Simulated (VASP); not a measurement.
VASP runs on Be3Sb2 (space group P-3m1) share one base input (PBE GGA, plane waves, VASP's PBE PAW potentials (set 64)) and change the settings named in each case.

POSCAR:
```
Be3Sb2
1
    3.9839500000     0.0000000000     0.0000000000
   -1.9919750000     3.4502020000     0.0000000000
    0.0000000000     0.0000000000     6.2075980000
Sb Be
2 3
Direct
  0.3333330000   0.6666670000   0.2467000000
  0.6666670000   0.3333330000   0.7533000000
  0.0000000000   0.0000000000   0.0000000000
  0.3333330000   0.6666670000   0.6470000000
  0.6666670000   0.3333330000   0.3530000000
```

### INCAR
```
SYSTEM = Be3Sb2
PREC = Accurate; ENCUT = 300; LREAL = .FALSE.
LASPH = .TRUE.
EDIFF = 1E-6; NELM = 100; ALGO = Normal
LMAXMIX = 4
ISMEAR = 0; SIGMA = 0.2
GGA = PE
ISIF = 2
LWAVE = .FALSE.; LCHARG = .FALSE.
```

File KPOINTS:
```
Regular mesh
0
gamma
 5 5 3
0 0 0
```

POTCAR, in this order: Sb Be (PBE.64 set). Program: vasp_std.

| change | E(σ→0) (eV/atom) | pressure (GPa) | largest force (eV/Å) | −TS (eV) |
|---|---|---|---|---|
| base run | -3.3944 | 5.02 | 0.798 | -0.0378 |
| GGA = PS | -3.7373 | ___ | ___ | ___ |
| GGA_COMPAT = .FALSE., LNONCOLLINEAR = .TRUE., LSORBIT = .TRUE., MAGMOM = 0.0 0.0 0.0 0.0 0.0 0.0 0.0 0.0 0.0 0.0 0.0 0.0 0.0 0.0 0.0, program vasp_ncl | -3.4214 | 5.04 | 0.799 | -0.0282 |
| KPOINTS 4×4×2 Γ-centred mesh | -3.3828 | ___ | ___ | ___ |

Question: Fill in the missing entries.

Answer: 
- KPOINTS 4×4×2 Γ-centred mesh, pressure (GPa): 4.85
- KPOINTS 4×4×2 Γ-centred mesh, largest force (eV/Å): 0.649
- KPOINTS 4×4×2 Γ-centred mesh, −TS (eV): -0.0406
- GGA = PS, pressure (GPa): 3.03
- GGA = PS, largest force (eV/Å): 0.791
- GGA = PS, −TS (eV): -0.0371

Energies of different potentials or functionals have different zeros.  Unless said otherwise, spin-orbit coupling is left out, though it shifts the bands of the heavy elements here. At 300 eV the pressure can carry a Pulay error.

Left out are runs that ran out of time, are held back, or changed the cell or the kind of run, fixed moments of cells without a moment, rows past the twelfth, gaps on odd meshes, pressures of charged cells and columns that move by less than the noise.

The structure was generated: Be3Sb2 was put into an ordered model structure, which need not be its known phase. The cell was not relaxed at this level, forces remain on its atoms.
